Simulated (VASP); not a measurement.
Crystal: SrB3Pt.

```
CELL_PARAMETERS angstrom
4.54056 0.00000 0.00000
0.00000 4.54056 0.00000
0.00000 0.00000 4.54056
ATOMIC_POSITIONS crystal
Sr 0.00000 0.00000 0.00000
B 0.50000 0.00000 0.00000
B 0.00000 0.50000 0.00000
B 0.00000 0.00000 0.50000
Pt 0.50000 0.50000 0.50000
```

The cell was built by a generator and needn't be a form met in nature.

```yaml
Program: VASP 6.6.1
Task: relaxation of cell and atoms
Functional: PBE
Potentials_or_basis: VASP PAW PBE potentials, release 64 (Sr_sv, B, Pt)
Cutoff: 600 eV
k_mesh: 5 × 5 × 5
Occupations: fermi-dirac, width 0.05 eV
Spin: no spin polarisation
Hubbard_terms: Pt d U = 6 eV
```

At the start: pressure 1.9 GPa; volume 18.72 Å³/atom.

Q: How do energy, volume and symmetry change on relaxing?

A: Over 5 steps the energy falls by 20.1 meV/atom and the volume is 21.85 Å³/atom (+16.7 %); space group Pm-3m (No. 221, to 0.05 Å).

The path:
| step | energy change (eV) | largest force (eV/Å) | pressure (GPa) | volume (Å³) |
| --- | --- | --- | --- | --- |
| 1 | 0.0000 | 0.0000 | 1.88 | 93.61 |
| 2 | -0.0334 | 0.0000 | 1.66 | 96.62 |
| 3 | -0.0964 | 0.0000 | 0.43 | 106.01 |
| 4 | -0.1004 | 0.0000 | -0.09 | 109.94 |
| 5 | -0.1006 | 0.0000 | -0.01 | 109.26 |

Final structure:
```
CELL_PARAMETERS angstrom
4.78066 0.00000 0.00000
0.00000 4.78066 0.00000
0.00000 0.00000 4.78066
ATOMIC_POSITIONS crystal
Sr 0.00000 0.00000 0.00000
B 0.50000 0.00000 0.00000
B 0.00000 0.50000 0.00000
B 0.00000 0.00000 0.50000
Pt 0.50000 0.50000 0.50000
```

Caveat: the volume moved by over 15 % at a fixed basis, so the end points are rough; U without spin polarisation on a metal has little footing; the U is typed as a test and isn't derived for this compound.
